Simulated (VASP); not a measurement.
Consider the following.

```yaml
crystal:
  lattice:
    - [3.57000, 0.00000, 0.00000]
    - [0.00000, 3.57000, 0.00000]
    - [0.00000, 0.00000, 3.57000]
  atoms:
    - { symbol: Al, position: [0.00000, 0.00000, 0.00000] }
    - { symbol: Ni, position: [0.00000, 0.50000, 0.50000], spin: 0.5 }
    - { symbol: Ni, position: [0.50000, 0.00000, 0.50000], spin: 0.5 }
    - { symbol: Ni, position: [0.50000, 0.50000, 0.00000], spin: 0.5 }
```

Level of theory: PBE GGA, VASP's PBE PAW potentials (set 64) (plane waves; VASP). Run with 400 eV cut-off, 2×2×2 Monkhorst-Pack mesh, first-order Methfessel-Paxton smearing of 0.10 eV, potentials Al Ni.

Q: Estimate the cell moment, energy per atom (σ→0), pressure.

A: 
| Property | Result |
|---|---|
| cell moment | 1.01 μB |
| energy per atom (σ→0) | -5277 meV/atom |
| pressure | 1.83 GPa |

Q: Give the moment on each site (PAW-sphere projection).

A: 
| site | moment (μB) |
|---|---|
| Al1 | 0.07 |
| Ni2 | 0.22 |
| Ni3 | 0.22 |
| Ni4 | 0.22 |

Only differences to runs with the same potentials and settings are physical.

The compound is Ni3Al in the L1_2 structure. The cell was not relaxed at this level. The k-mesh is coarse (spacing up to 0.88 per Å, 2π included), so the numbers may not be converged in it. The run is one of a series of settings (KPOINTS 2×2×2 Monkhorst-Pack mesh against the base run), some of them coarse on purpose.
